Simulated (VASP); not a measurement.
Here is the system:

```
CoSi2
1.0
    0.00000     2.65861     2.65861
    2.65861     0.00000     2.65861
    2.65861     2.65861     0.00000
Co Si
1 2
Direct
  0.00000   0.00000   0.00000
  0.25000   0.25000   0.25000
  0.75000   0.75000   0.75000
```

Calculation: PBE GGA with D3 dispersion (zero damping), VASP's PBE PAW potentials (set 64) (plane waves; VASP). Numerical set-up: 520 eV cut-off, 9×9×9 Γ-centred mesh, first-order Methfessel-Paxton smearing of 0.10 eV, potentials Co Si.

**Question.** Estimate the energy per atom (σ→0), band gap (on the k-mesh) with the smallest direct gap where there is one.

**Answer.** 
```json
{
  "band gap (on the k-mesh)": "none (metal, semimetal or under 0.01 eV)",
  "energy per atom (σ→0)": "-6.719 eV/atom"
}
```

The absolute energy has meaning only against runs of the same code, potentials and settings.

The compound is CoSi2 in the fluorite structure. It was relaxed first. The start is the result of an earlier pass. The run is not spin-polarised, so no magnetic state was tried. The electron count is odd and the run is not spin-polarised, which forces a metal.
